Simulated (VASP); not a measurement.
A run of VASP 6.6.1 is set up as follows.

INCAR

```
SYSTEM = Ga2Ge2Se3
  ALGO = Normal
  EDIFF = 1E-6
  EDIFFG = -0.01
  ENCUT = 520
  GGA = PE
  IBRION = 2
  ISIF = 3
  ISMEAR = 0
  KPAR = 4
  LASPH = .TRUE.
  LCHARG = .FALSE.
  LREAL = .FALSE.
  LWAVE = .FALSE.
  NELM = 120
  NSW = 90
  PREC = Accurate
  SIGMA = 0.1
```

File KPOINTS:

```
k-points
0
G
  10 10 4
  0 0 0
```

Contents of POSCAR:

```
Ga2Ge2Se3
1.0
    3.9087480000      0.0000000000      0.0000000000
   -1.9543740000      3.3850750700      0.0000000000
    0.0000000000      0.0000000000     13.2890000000
Ga Ge Se
2 2 3
Direct
    0.3333333300      0.6666666700      0.4074798700
    0.0000000000      0.0000000000      0.1115960600
    0.0000000000      0.0000000000      0.7248099900
    0.3333333300      0.6666666700      0.7941906800
    0.6666666700      0.3333333300      0.4888253400
    0.3333333300      0.6666666700      0.2268793700
    0.6666666700      0.3333333300      0.0162540400
```

Potentials or basis: VASP PAW PBE potentials, release 64 (Ga_d, Ge_d, Se).

Launch:

```bash
$ cat potpaw_PBE.64/Ga_d/POTCAR potpaw_PBE.64/Ge_d/POTCAR potpaw_PBE.64/Se/POTCAR > POTCAR
$ mpirun -np 4 vasp_std > vasp.out
```

What does it give for the band gap on the k mesh?

None (metal or under the smearing width).

What does it give for the space group after relaxing (to 0.05 Å)?

P3m1 (No. 156).

Estimate the relaxed volume.

26.00 Å³/atom.

Final structure:
```
CELL_PARAMETERS angstrom
3.92383 0.00000 0.00000
-1.96191 3.39813 0.00000
0.00000 0.00000 13.64955
ATOMIC_POSITIONS crystal
Ga 0.33333 0.66667 0.40170
Ga 0.00000 0.00000 0.11316
Ge 0.00000 0.00000 0.73368
Ge 0.33333 0.66667 0.78988
Se 0.66667 0.33333 0.48248
Se 0.33333 0.66667 0.22727
Se 0.66667 0.33333 0.02186
```

Caveat: this functional lacks dispersion, which binds the layers, so the pressure and a relaxed spacing across them are unreliable.
